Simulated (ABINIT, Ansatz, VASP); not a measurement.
**In (I4/mmm, 1 atom in the cell) computed with different codes at matched settings**

Self-consistent single point, at a second geometry (lattice scaled by 0.98). First geometry:

```xyz
1
Lattice="-1.6250 1.6250 2.4750 1.6250 -1.6250 2.4750 1.6250 1.6250 -2.4750" Properties=species:S:1:pos:R:3 pbc="T T T"
In     0.0000     0.0000     0.0000
```

Shared settings, as Ansatz (a first-principles code) writes them: kpoints.mp_grid.grid = 15 15 15; scf.occupations.method = fermi_dirac; scf.occupations.width = 0.1 eV. Potentials and cutoffs stand in the table.

| code | model | ΔF from the first geometry (meV/atom) | pressure (GPa) | cutoff |
|---|---|---|---|---|
| VASP | PBE, VASP's PBE PAW potentials (set 64) | 34.3 | 4.68 | 300 eV |
| Ansatz | PBE, default PAW files | 33.9 | 5.18 | 420 eV |
| ABINIT | PBE, norm-conserving pseudopotentials (PseudoDojo nc-sr-05 PBE standard) | 33.4 | 5.17 | 35 Ha |

For VASP (by 0.6 GPa) the energy change implies a higher mean pressure, against the two pressures, than for the other programs: a sign of finite-basis (Pulay) stress.

The spread over the programs that give each value: ΔF from the first geometry within 0.9 meV/atom; pressure within 0.50 GPa.

Ansatz's pressure is given at a fixed set of plane waves, as the other plane-wave codes print theirs; with its correction for the finite basis it is 5.22 GPa.

VASP's run is marked for a possible Pulay error in its stress at this cutoff; no cutoff test was made.

The starting cell has typed, rounded lattice constants, without a prior relaxation at this level. For this run, on top of that: lattice scaled by 0.98.

Left out of this page: Quantum ESPRESSO, GPAW, Elk, FLEUR and SIESTA (not drawn, or without a comparable value).

Keys are those of Ansatz 0.2.
